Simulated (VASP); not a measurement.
Output of a VASP run:

OSZICAR:
```
...
DAV:   5    -0.569377188361E+02   -0.65642E-03   -0.65634E-03  2304   0.690E-01    0.184E+01
DAV:   6    -0.520810529960E+02    0.48567E+01   -0.19027E+01  2252   0.308E+01    0.880E+00
DAV:   7    -0.520121532221E+02    0.68900E-01   -0.57401E-01  2336   0.518E+00    0.312E+00
DAV:   8    -0.519825211856E+02    0.29632E-01   -0.19029E-02  2292   0.142E+00    0.110E+00
DAV:   9    -0.519773937103E+02    0.51275E-02   -0.47659E-03  2316   0.679E-01    0.231E-01
DAV:  10    -0.519774075376E+02   -0.13827E-04   -0.19854E-04  2336   0.133E-01    0.526E-02
DAV:  11    -0.519774007037E+02    0.68339E-05   -0.28658E-05  2336   0.449E-02    0.153E-02
DAV:  12    -0.519774001568E+02    0.54691E-06   -0.32946E-06  2080   0.144E-02
   1 F= -.49150490E+02 E0= -.49150490E+02  d E =-.491505E+02
       N       E                     dE             d eps       ncg     rms          rms(c)
DAV:   1    -0.520399497103E+02   -0.62549E-01   -0.42928E+00  2284   0.191E+01    0.344E+00
DAV:   2    -0.518766088135E+02    0.16334E+00   -0.60372E-01  2244   0.604E+00    0.726E-01
DAV:   3    -0.518708021203E+02    0.58067E-02   -0.27112E-02  2272   0.122E+00    0.326E-01
DAV:   4    -0.518691890693E+02    0.16131E-02   -0.16341E-03  2272   0.325E-01    0.116E-01
DAV:   5    -0.518690079759E+02    0.18109E-03   -0.26283E-04  2332   0.122E-01    0.331E-02
DAV:   6    -0.518690094358E+02   -0.14599E-05   -0.69152E-06  2300   0.227E-02    0.119E-02
DAV:   7    -0.518690092066E+02    0.22921E-06   -0.30595E-06  1812   0.130E-02
   2 F= -.49137185E+02 E0= -.49137185E+02  d E =0.133057E-01
       N       E                     dE             d eps       ncg     rms          rms(c)
DAV:   1    -0.520119833513E+02   -0.14297E+00   -0.15592E+00  2272   0.114E+01    0.207E+00
DAV:   2    -0.519518618753E+02    0.60121E-01   -0.22721E-01  2240   0.372E+00    0.421E-01
DAV:   3    -0.519498645874E+02    0.19973E-02   -0.91751E-03  2252   0.705E-01    0.216E-01
DAV:   4    -0.519492801885E+02    0.58440E-03   -0.50179E-04  2272   0.180E-01    0.858E-02
DAV:   5    -0.519491903535E+02    0.89835E-04   -0.11580E-04  2316   0.786E-02    0.177E-02
DAV:   6    -0.519491908936E+02   -0.54012E-06   -0.34786E-06  2024   0.160E-02
   3 F= -.49160122E+02 E0= -.49160122E+02  d E =-.963171E-02
       N       E                     dE             d eps       ncg     rms          rms(c)
DAV:   1    -0.519469441873E+02    0.22462E-02   -0.32967E-01  2056   0.490E+00    0.217E-01
DAV:   2    -0.519471150077E+02   -0.17082E-03   -0.97496E-03  2364   0.797E-01    0.101E-01
DAV:   3    -0.519468159971E+02    0.29901E-03   -0.30530E-04  2328   0.177E-01    0.387E-02
DAV:   4    -0.519467791358E+02    0.36861E-04   -0.15911E-04  2344   0.108E-01    0.792E-03
DAV:   5    -0.519467793635E+02   -0.22770E-06   -0.14864E-05  2284   0.323E-02    0.474E-03
DAV:   6    -0.519467791617E+02    0.20176E-06   -0.55175E-07  1232   0.635E-03
   4 F= -.49160802E+02 E0= -.49160802E+02  d E =-.679931E-03
       N       E                     dE             d eps       ncg     rms          rms(c)
DAV:   1    -0.519472302349E+02   -0.45087E-03   -0.63229E-03  2044   0.679E-01    0.300E-02
DAV:   2    -0.519472335390E+02   -0.33040E-05   -0.18577E-04  2372   0.110E-01    0.139E-02
DAV:   3    -0.519472279245E+02    0.56144E-05   -0.58031E-06  2324   0.242E-02    0.538E-03
DAV:   4    -0.519472272066E+02    0.71789E-06   -0.27880E-06  1640   0.147E-02
   5 F= -.49160820E+02 E0= -.49160820E+02  d E =-.698445E-03
```

File OUTCAR:
```
------------------------ aborting loop because EDIFF is reached ----------------------------------------
  FORCE on cell =-STRESS in cart. coord.  units (eV):
  Direction    XX          YY          ZZ          XY          YZ          ZX
  --------------------------------------------------------------------------------------
  Total        2.7437160      2.7437160      2.8587645     -0.0000000      0.0000000      0.0000000
  in kB       98.4678909     98.4678909    102.5968099     -0.0000000      0.0000000      0.0000000
  external PRESSURE =      -0.1558028 kB  Pullay stress =     100.0000000 kB
  volume of cell :       44.64
      direct lattice vectors                 reciprocal lattice vectors
     4.107026185  0.000000000  0.000000000     0.243485178 -0.000000000  0.000000000
     0.000000000  4.107026185  0.000000000    -0.000000000  0.243485178  0.000000000
     0.000000000  0.000000000  2.646672208     0.000000000  0.000000000  0.377832962
 POSITION                                       TOTAL-FORCE (eV/Angst)
 -----------------------------------------------------------------------------------
      0.00000      0.00000      0.00000         0.000000      0.000000     -0.000000
      2.05351      2.05351      1.32334        -0.000000      0.000000     -0.000000
      1.24987      1.24987      0.00000         0.008774      0.008774      0.000000
      3.30339      0.80364      1.32334         0.008774     -0.008774     -0.000000
      0.80364      3.30339      1.32334        -0.008774      0.008774      0.000000
      2.85715      2.85715      0.00000        -0.008774     -0.008774     -0.000000
 -----------------------------------------------------------------------------------
    total drift:                                0.000000      0.000000     -0.000000
  FREE ENERGIE OF THE ION-ELECTRON SYSTEM (eV)
  ---------------------------------------------------
  free  energy   TOTEN  =       -51.9472272066 eV

  energy  without entropy=      -51.9472272066  energy(sigma->0) =      -51.94722721
  enthalpy is  TOTEN    =       -49.1608204264 eV   P V=        2.7864067802

 reached required accuracy - stopping structural energy minimisation
```
(Selected blocks of OUTCAR.)

POSCAR:
```
SiO2
1
    4.1302078766     0.0000000000     0.0000000000
    0.0000000000     4.1302078766     0.0000000000
    0.0000000000     0.0000000000     2.6550868133
Si O
2 4
Direct
  0.0000000000   0.0000000000   0.0000000000
  0.5000000000   0.5000000000   0.5000000000
  0.3047929897   0.3047929897   0.0000000000
  0.8047929897   0.1952070103   0.5000000000
  0.1952070103   0.8047929897   0.5000000000
  0.6952070103   0.6952070103   0.0000000000
```

Problem. Write an INCAR and KPOINTS that could have produced this output.

Solution. This is not unique; one that fits is the input of the run itself, LDA (Ceperley-Alder, Perdew-Zunger), plane waves, VASP's LDA PAW potentials (set 64).

INCAR:
```
! general
SYSTEM  = SiO2
PREC    = Accurate
ENCUT   = 620
LREAL   = .FALSE.
LASPH   = .TRUE.

! electronic loop
EDIFF   = 1E-6
NELM    = 100
ALGO    = Normal

! smearing
ISMEAR  = 0
SIGMA   = 0.05

! ions
IBRION  = 2
NSW     = 40
ISIF    = 3
EDIFFG  = -0.02
PSTRESS = 100

! output
LWAVE   = .FALSE.
LCHARG  = .FALSE.
```

File KPOINTS:
```
kpoints
0
gamma
6 6 8
0 0 0
```

POTCAR, in this order: Si O (LDA.64 set). Program: vasp_std.

The compound is SiO2 in the rutile structure, stishovite, a high-pressure form. This run relaxes it under an external pressure of 10 GPa. Symmetry was kept, so distortions that lower it aren't found.
